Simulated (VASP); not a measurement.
Input:

```xyz
2
Lattice="2.9100 0.0000 0.0000 0.0000 2.9100 0.0000 0.0000 0.0000 2.9100" Properties=species:S:1:pos:R:3 pbc="T T T"
Al     1.4550     1.4550     1.4550
Fe     0.0000     0.0000     0.0000
```

Method: PBE GGA with D3 dispersion (Becke-Johnson damping), VASP's PBE PAW potentials (set 64) (plane waves; VASP). Run with 520 eV cut-off, 11×11×11 Γ-centred mesh, first-order Methfessel-Paxton smearing of 0.10 eV, potentials Al Fe.

Energy and stress use the plane-wave basis of the starting cell.

The ions, cell shape and volume are relaxed. Predict the relaxed structure.

```xyz
2
Lattice="2.8391 0.0000 0.0000 0.0000 2.8391 0.0000 0.0000 0.0000 2.8391" Properties=species:S:1:pos:R:3 pbc="T T T"
Al     1.4196     1.4196     1.4196
Fe     0.0000     0.0000     0.0000
```
Space group Pm-3m (221), at a tolerance of 0.03 Å.

How do energy and volume change from the first to the last step?

The energy (σ→0) changes by -36.3 meV/atom and the volume by -7.1 %, in 3 ionic steps.

The compound is FeAl in the CsCl type structure. This run relaxes it. Symmetry was kept, so distortions that lower it aren't found. The run is not spin-polarised, so no magnetic state was tried. The electron count is odd and the run is not spin-polarised, which forces a metal.
